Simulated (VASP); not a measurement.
Data:

```cif
data_CSi
_chemical_formula_sum 'Si1 C1'
_space_group_name_H-M_alt 'P 1'
_space_group_IT_number 1
_cell_length_a 3.07305
_cell_length_b 3.07305
_cell_length_c 3.07305
_cell_angle_alpha 60.000
_cell_angle_beta 60.000
_cell_angle_gamma 60.000
loop_
_space_group_symop_operation_xyz
  'x, y, z'
loop_
_atom_site_label
_atom_site_type_symbol
_atom_site_fract_x
_atom_site_fract_y
_atom_site_fract_z
_atom_site_occupancy
Si1 Si 0.00000 0.00000 0.00000 1
C1 C 0.25000 0.25000 0.25000 1
```

Computed with PBE0 hybrid, VASP's PBE PAW potentials (set 64) (plane waves; VASP). Settings: 520 eV cut-off, 8×8×8 Γ-centred mesh, Gaussian smearing of 0.050 eV, potentials Si C.

Question: Give the energy at these volumes per atom, relative to the lowest: 9.55, 9.87, 10.18, 10.50, 10.81 Å³.

Answer: 39.2, 11.1, 0.0, 3.5, 19.6 meV/atom. A third-order Birch-Murnaghan fit gives B0 = 233 GPa and B0′ = 3.8.

Measured: bulk modulus 229 GPa at 0 K (computed value off by +1.8 %), as given by Daniel Mejia-Rodriguez et al., Physical Review B (2018), arXiv:1807.09216 [0 K value with the zero-point phonon effect removed]; a 4.346 Å at 0 K (computed value off by +0.0 %), as given by Daniel Mejia-Rodriguez et al., Physical Review B (2018), arXiv:1807.09216 [static lattice: zero-point anharmonic expansion removed].

The compound is SiC in the zinc blende structure. It was relaxed first. The cell's shape comes from a PBE relaxation.
